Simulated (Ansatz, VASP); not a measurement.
# Cu3TeF (antiperovskite type (invented)) in two plane-wave programs, part 3 of 3

One calculation is typed for both programs; each brings its own data sets. How far apart do they land? The cell is generated by rule, not measured, and may not be a known phase. The cell is taken from a series of runs on this material, whose earlier steps may have relaxed, scaled, displaced or heated it; both programs get it as it stands.

VASP 6.6.1 and Ansatz 0.2.0.

So far: The structure; VASP: zone-centre phonons, PBEsol.

**3. Ansatz: zone-centre phonons, PBEsol**

Level of this step: Ansatz beside VASP: Kohn-Sham DFT, plane waves, PBEsol (Ansatz).

Ansatz runs on its default PAW (the set named soft_2) files.

The same cell, functional and mesh now go to Ansatz, which takes its cutoff from its data sets.

The input, input.yaml:

```yaml
crystal:
  lattice:
    - [4.7686877675, 0.0, 0.0]
    - [0.0, 4.7686877675, 0.0]
    - [0.0, 0.0, 4.7686877675]
  atoms:
    - { symbol: F, position: [0.0, 0.0, 0.0] }
    - { symbol: Te, position: [0.5, 0.5, 0.5] }
    - { symbol: Cu, position: [0.5, 0.5, 0.0] }
    - { symbol: Cu, position: [0.5, 0.0, 0.5] }
    - { symbol: Cu, position: [0.0, 0.5, 0.5] }
kpoints:
  mp_grid: { grid: [6, 6, 6] }
hamiltonian:
  xc: pbesol
scf:
  occupations: { method: fixed }
output:
  eigenvalues: true
phonons:
  method: dfpt
  dielectric: true
  rigid_motions: translations
```

On the command line:

```
ansatz run input.yaml --threads 4 --pin off --max-ram 9216MiB --backend cpu --events-out ev --progress --plain --runs-dir out
```

Numbers of over 12 decimals in the logs are rounded to 6 here.

The program printed:

```text
Engine: ansatz 0.2.0, x86_64-unknown-linux-gnu
Pseudopotentials: kind: paw
Pseudopotential: F, paw, valence charge 7, recommended cutoff 420 eV (normal), F.paw.azcp
Pseudopotential: Te, paw, valence charge 16, recommended cutoff 420 eV (normal), Te.paw.azcp
Pseudopotential: Cu, paw, valence charge 19, recommended cutoff 420 eV (normal), Cu.paw.azcp
Functional definition: PBEsol
  exchange = pbesol_x
  correlation = pbesol_c
Crystal: 5 atoms, lattice volume = 108.442 Å³
Basis set: ecut = 420 eV, 2103 PW (Γ), exchange–correlation on 64×64×64 points (8 copies of the dense FFT grid, shifted against one another)
Bands: 48, of which v1, the nominal top of the filled ones, is band 40 counted from 1 (39 counted from 0)
Symmetry: 48 space group operations
k-points: 80 of 216 (irreducible under 2 space group operations, time reversal used)
Non-local potential: F, projectors of the file, l = 0: 2, l = 1: 2, l = 2: 1
Non-local potential: Te, projectors of the file, l = 0: 2, l = 1: 2, l = 2: 2, l = 3: 2
Non-local potential: Cu, projectors of the file, l = 0: 3, l = 1: 2, l = 2: 3, l = 3: 1
PAW form: soft (Blöchl's): semilocal exchange-correlation on the pseudo side does not see the compensation charge
PAW frozen core: F, regenerated for the run's functional, and the local potential with it (the file was generated under x = pbe(κ = 0.804, μ = 0.219515), c = pbe(β = 0.066725))
PAW frozen core: Te, regenerated for the run's functional, and the local potential with it (the file was generated under x = pbe(κ = 0.804, μ = 0.219515), c = pbe(β = 0.066725))
PAW frozen core: Cu, regenerated for the run's functional, and the local potential with it (the file was generated under x = pbe(κ = 0.804, μ = 0.219515), c = pbe(β = 0.066725))
PAW one-centre angular grid: F, 110 points (default); XC on 64 Gauss nodes
PAW one-centre angular grid: Te, 590 points (default); XC on 64 Gauss nodes
PAW one-centre angular grid: Cu, 590 points (default); XC on 64 Gauss nodes
Initial density: superposition of atomic densities (neutral atoms: chi_scale 0, normalization atom), corrected by the library's trained network
Initial wavefunctions: pseudopotential atomic-orbital guess
Functional: x = pbesol(κ = 0.804, μ = 0.123457), c = pbesol(β = 0.046)
SCF iter   1: F=—  HF=-27464.005157 eV  |F-HF|=—  |Δ(HF+E_count)|=         —  Δρ=1.34e-2  dr2=1.85e-1  ethr=1.77e-3  ⟨swp⟩=5.0  Hψ=13210  notcnv=0  defer=470
preconditioner: auto → Resta (q_TF=auto, 2.593 Å⁻¹)  ε∞=9.2  [insulator: Δε(μ)=1.746 eV  Ē_g=8.421 eV  n_scr=26 (ndim 8)  ℏωp=24.2 eV  f_vac=0.201  ε∞_Penn≈9.2]
SCF iter   2: F=—  HF=-27463.977595 eV  |F-HF|=—  |Δ(HF+E_count)|=   2.76e-2  Δρ=7.66e-3  dr2=3.18e-2  ethr=2.31e-4  ⟨swp⟩=2.0  Hψ=6498  notcnv=0  defer=474
SCF iter   3: F=—  HF=-27463.969982 eV  |F-HF|=—  |Δ(HF+E_count)|=   7.61e-3  Δρ=2.39e-3  dr2=7.47e-3  ethr=3.98e-5  ⟨swp⟩=2.0  Hψ=5639  notcnv=0  defer=474
SCF iter   4: F=—  HF=-27463.968827 eV  |F-HF|=—  |Δ(HF+E_count)|=   1.15e-3  Δρ=2.26e-3  dr2=2.51e-3  ethr=9.34e-6  ⟨swp⟩=2.0  Hψ=5984  notcnv=0  defer=474
SCF iter   5: F=—  HF=-27463.968060 eV  |F-HF|=—  |Δ(HF+E_count)|=   7.67e-4  Δρ=6.05e-4  dr2=2.68e-4  ethr=3.13e-6  ⟨swp⟩=2.0  Hψ=5439  notcnv=0  defer=474
SCF iter   6: F=—  HF=-27463.968119 eV  |F-HF|=—  |Δ(HF+E_count)|=   5.90e-5  Δρ=3.10e-4  dr2=6.34e-5  ethr=3.36e-7  ⟨swp⟩=2.0  Hψ=5511  notcnv=0  defer=436
SCF iter   7: F=—  HF=-27463.968110 eV  |F-HF|=—  |Δ(HF+E_count)|=   9.35e-6  Δρ=4.28e-5  dr2=2.42e-6  ethr=7.93e-8  ⟨swp⟩=2.0  Hψ=5201  notcnv=0  defer=204
SCF iter   8: F=—  HF=-27463.968107 eV  |F-HF|=—  |Δ(HF+E_count)|=   2.37e-6  Δρ=1.89e-5  dr2=6.59e-7  ethr=3.02e-9  ⟨swp⟩=2.3  Hψ=5402  notcnv=0  defer=204
SCF iter   9: F=—  HF=-27463.968107 eV  |F-HF|=—  |Δ(HF+E_count)|=   4.71e-8  Δρ=5.50e-6  dr2=2.51e-8  ethr=8.24e-10  ⟨swp⟩=2.0  Hψ=5367  notcnv=0  defer=204
SCF iter  10: F=—  HF=-27463.968107 eV  |F-HF|=—  |Δ(HF+E_count)|=   1.67e-8  Δρ=9.34e-7  dr2=9.94e-10  ethr=3.13e-11  ⟨swp⟩=2.0  Hψ=5480  notcnv=0  defer=204
SCF iter  11: F=—  HF=-27463.968107 eV  |F-HF|=—  |Δ(HF+E_count)|=   1.14e-9  Δρ=4.23e-7  dr2=1.80e-10  ethr=1.24e-12  ⟨swp⟩=2.0  Hψ=5879  notcnv=0  defer=204
SCF iter  12: F=-27463.968107 eV  HF=-27463.968107 eV  |F-HF|=3.64e-12  |Δ(HF+E_count)|=  7.64e-11  Δρ=1.59e-7  dr2=2.67e-11  ethr=1.00e-12  ⟨swp⟩=13.3  Hψ=23646  notcnv=0
SCF 1 converged in 12 iterations: F = -27463.968107 eV  dr2 = 2.67e-11
  greatest PAW one-centre occupation: 1.000 electrons in one spin orbital (limit 2), on the Cu atom at site 4 (counted from 0), in its partial waves of l = 0
DFPT response loops at Γ: preconditioner auto → none (the input reference at scf.mixing.eps_inf says where Resta's filter doesn't serve); β = 0.50; Broyden in place of MSR1
── the response to a field inside a basis, on 6×6×6 k-points: an SCF that follows is theirs, and a resumed run solves both again ──
Bands: 41, of which v1, the nominal top of the filled ones, is band 40 counted from 1 (39 counted from 0)
k-points: 10 of 216
Initial density: handed on by an earlier stage of this run
Initial wavefunctions: pseudopotential atomic-orbital guess (no wavefunctions were taken with the density)
Eigensolver: Dense (10 Hₖ)
SCF iter   1: F=—  HF=-27463.931218 eV  |F-HF|=—  |Δ(HF+E_count)|=         —  Δρ=3.25e-4  dr2=3.80e-5  ethr=1.00e-1
preconditioner: auto → Resta (q_TF=auto, 2.593 Å⁻¹)  ε∞=20.1  [insulator: Δε(μ)=2.267 eV  Ē_g=5.534 eV  n_scr=26 (ndim 8)  ℏωp=24.2 eV  f_vac=0.198  ε∞_Penn≈20.1]
SCF iter   2: F=—  HF=-27463.931220 eV  |F-HF|=—  |Δ(HF+E_count)|=   1.95e-6  Δρ=2.13e-4  dr2=3.74e-5  ethr=4.75e-8
SCF iter   3: F=—  HF=-27463.931219 eV  |F-HF|=—  |Δ(HF+E_count)|=   1.55e-6  Δρ=8.36e-5  dr2=2.15e-6  ethr=4.68e-8
SCF iter   4: F=—  HF=-27463.931219 eV  |F-HF|=—  |Δ(HF+E_count)|=   2.12e-7  Δρ=8.61e-5  dr2=4.06e-6  ethr=2.68e-9
SCF iter   5: F=—  HF=-27463.931218 eV  |F-HF|=—  |Δ(HF+E_count)|=   7.75e-7  Δρ=1.59e-5  dr2=1.41e-7  ethr=2.68e-9
SCF iter   6: F=-27463.931218 eV  HF=-27463.931218 eV  |F-HF|=3.46e-10  |Δ(HF+E_count)|=   8.76e-8  Δρ=4.46e-6  dr2=2.67e-8  ethr=1.77e-10
SCF 1 converged in 6 iterations: F = -27463.931218 eV  dr2 = 2.67e-8
  greatest PAW one-centre occupation: 1.000 electrons in one spin orbital (limit 2), on the Cu atom at site 2 (counted from 0), in its partial waves of l = 0
DFPT response loops at Γ: mixed as the last ones told, above
WARN: field response: ε∞ stands inside a basis, on 6×6×6 points; the force constants stand on the 6×6×6 k-mesh, whose period is 12.38 times the interband length at k = (0.0000, -0.5000, -0.5000), direct gap 2.041 eV, under 14: take them and everything formed from them as unconverged, and compare with a denser kpoints.mp_grid
SCF converged after 12 iterations
Free energy (F): -27463.968107 eV
Harris-Foulkes:  -27463.968107 eV  (|F-HF|=3.64e-12)
Internal energy: -27463.968107 eV  (E = F + TS)
E sigma→0 (E₀):  -27463.968107 eV
Fermi energy:    5.928754 eV
--- Per-component energies (eV) ---
  E_band       = -1923.006487
  E_kinetic    = 1287.636229
  E_local      = -19197.910238  (includes V_loc(G=0)·N_el)
  E_nonlocal   = 986.533483
  E_hartree    = 8704.718985
  E_xc         = -460.133967
  E_vxc        = -539.817220  (∫ρ·V_xc dr)
  E_paw        = -9697.722746  (= ΣΔE_a)
  E_vpaw       = -1868.888893  (= ΣTr[D̂ρ^β])
  E_aug_tail   = 0.002676  (compensation charges beyond the density's cutoff)
  E_ewald      = -9088.128393
  E_core_change = 1.035864  (= ΣΔE_core)
  E_smearing   = -0.000000  (= −TS)
  E_closure    = 0.000000  (closes the sum)
  Σ components = -27463.968107   (vs F -27463.968107, Δ=0.00e0)
--- Band table (eV; the first three rows and the last of 80) ---
  k-point 0: bands = [... 36 lower, 4.9871, 5.4542, 5.4542, 5.4542, 7.9495, 7.9495, 8.2017, 13.7297, ... 4 higher]
  k-point 1: bands = [... 36 lower, 4.9644, 5.4678, 5.4833, 5.4833, 8.0002, 8.1270, 8.9781, 12.9233, ... 4 higher]
  k-point 2: bands = [... 36 lower, 4.9455, 5.4884, 5.5220, 5.5220, 8.1180, 8.2868, 11.0235, 11.9299, ... 4 higher]
  k-point 79: bands = [... 36 lower, 5.0029, 5.6455, 5.6455, 5.6455, 8.8431, 8.8431, 8.8431, 14.0197, ... 4 higher]
--- Phonons (Γ-DFPT): 4 representative perturbations + reference, on 80 of 216 k-points (Σ response iterations 14) ---
  k mesh reduced under 2 symmetry operations, with k and −k counted as one. Each operation leaves every solved perturbation unchanged. A smaller set is not considered because the run solves the response to a homogeneous field
  ASR residual: 1.814e-4 → 0.000e0 eV/Å²; symmetrization residual: 1.918e-5 eV/Å²
  ASR residual per site (eV/Å²): 1.81e-4 5.06e-5 3.65e-5 3.65e-5 3.65e-5
  Γ frequencies (cm⁻¹): -149.70 -149.70 -149.70 -101.26 -101.26 -101.26 -91.15 -91.15 -91.15 0.00 0.00 0.00 309.26 309.26 309.26
  ε∞ (high-frequency dielectric tensor):
        6.585809    -0.000000     0.000000
       -0.000000     6.585809     0.000000
        0.000000     0.000000     6.585809
  softest optical mode at Γ: -149.70 cm⁻¹; the repairs (sum rule, projections) moved no ω² at Γ by more than (2.59 cm⁻¹)²
  Born effective charges Z* (e; rows j = field, columns β = displacement):
    site 0:
        -1.81885    0.00000    0.00000
         0.00000   -1.81885    0.00000
        -0.00000    0.00000   -1.81885
    site 1:
        -0.14221    0.00000    0.00000
        -0.00000   -0.14221    0.00000
        -0.00000    0.00000   -0.14221
    site 2:
         0.72161    0.00000    0.00000
        -0.00000    0.72161    0.00000
        -0.00000    0.00000    0.51783
    site 3:
         0.72161   -0.00000    0.00000
        -0.00000    0.51783    0.00000
         0.00000    0.00000    0.72161
    site 4:
         0.51783    0.00000    0.00000
         0.00000    0.72161    0.00000
         0.00000    0.00000    0.72161
  Z* charge neutrality: 1.688e-3 e pre-enforcement
  solved inside a basis spanned on kpoints, on 6×6×6 k-points, its susceptibility summed on 10×10×10: ε∞ is read to err by 1.8e-2, Z* by 2.2e-2 e (field_mesh: kpoints solves on kpoints); Z* is corrected for what the basis lacks
  optical modes at Γ without the LO–TO term, one row a degenerate level:
      ω (cm⁻¹)  modes    IR ((D/Å)²/amu)
       -149.70      3            10.8388
       -101.26      3             0.0000
        -91.15      3             2.4545
        309.26      3             0.1961
  optical modes at Γ + LO–TO along q̂ = [1.0000, 0.0000, 0.0000]:
      ω (cm⁻¹)  modes    IR ((D/Å)²/amu)
       -149.70      2             7.2258
       -120.98      1             1.3978
[...]
optical modes at Γ + LO–TO along q̂ = [0.0000, 1.0000, 0.0000]:
      ω (cm⁻¹)  modes    IR ((D/Å)²/amu)
[...]
309.61      1             0.0834
  optical modes at Γ + LO–TO along q̂ = [0.0000, 0.0000, 1.0000]:
      ω (cm⁻¹)  modes    IR ((D/Å)²/amu)
       -149.70      2             7.2258
       -120.98      1             1.3978
       -101.26      3             0.0000
        -91.15      2             1.6364
        -53.61      1             3.0153
        309.26      2             0.1307
        309.61      1             0.0834
```

The column dr2 measures how far the density is from self-consistency, as an energy; F and HF (Harris–Foulkes) agree once it is small.

**4. Differences**

Known differences besides the potentials themselves: fixed occupations in Ansatz, narrow Gaussian smearing in VASP; VASP's response is taken on the typed mesh, Ansatz refines its own for the field response alone; the data sets hold 80 valence electrons in Ansatz (on its default PAW (the set named soft_2) files) and 46 in VASP; the cutoff is 420 eV in Ansatz and 600 eV in VASP; Ansatz makes its cores anew for this functional, VASP keeps those of its PBE data sets. Total energies have different zeros and are not compared.

The two programs side by side:

| quantity | Ansatz | VASP | difference |
| --- | --- | --- | --- |
| ε∞ xx | 6.59 | 6.51 | +1.22 % |
| ε∞ yy | 6.59 | 6.51 | +1.22 % |
| ε∞ zz | 6.59 | 6.51 | +1.22 % |
| Born charge of F1 (mean of the diagonal) (e) | -1.82 | -1.82 | 0.00 |
| Born charge of Te2 (mean of the diagonal) (e) | -0.14 | -0.20 | +0.06 |
| Born charge of Cu3 (mean of the diagonal) (e) | 0.65 | 0.67 | -0.02 |
| optical mode 1 to 3 (imaginary, printed as negative) (cm⁻¹) | -149.7 | -150.8 | +1.1 |
| optical mode 4 to 6 (imaginary, printed as negative) (cm⁻¹) | -101.3 | -101.6 | +0.3 |
| optical mode 7 to 9 (imaginary, printed as negative) (cm⁻¹) | -91.2 | -91.7 | +0.6 |
| optical mode 10 to 12 (cm⁻¹) | 309.3 | 308.9 | +0.12 % |

Modes are paired by rising frequency, not by their patterns, so a pair may set unlike modes beside each other; they are those without the splitting of longitudinal modes.

**5. What came out**

```
r.m.s. difference of the optical zone-centre modes, each program's sorted by frequency (zone-centre phonons, PBEsol) : 0.69 cm⁻¹
difference in ε∞ xx (zone-centre phonons, PBEsol)                                                                    : +1.2 %
```

In words: The r.m.s. difference of the optical zone-centre modes, each program's sorted by frequency is 0.69 cm⁻¹ (zone-centre phonons, PBEsol). The data sets hold unlike numbers of valence electrons (80 in Ansatz and 46 in VASP), so part of the differences comes from the potentials. Among the rows given in per cent, the largest difference of the zone-centre phonons, PBEsol pair is in ε∞ xx, +1.2 %. Such differences can come from data sets, numerical settings and the points named under the comparisons, not from the functional's error against experiment.

[Lines on the potential files, build, host, timing and source positions are cut from VASP's logs without a mark.]

[Logs are printed without paths, hosts, clocks, repeated set-up lines and the standing remarks that a program may print on its own settings, such as how far it seeks lower states.]

[Hosts, paths, dates, database ids (printed as entryN), source tags and the programs' standing remarks are cut or masked in the printed files.]
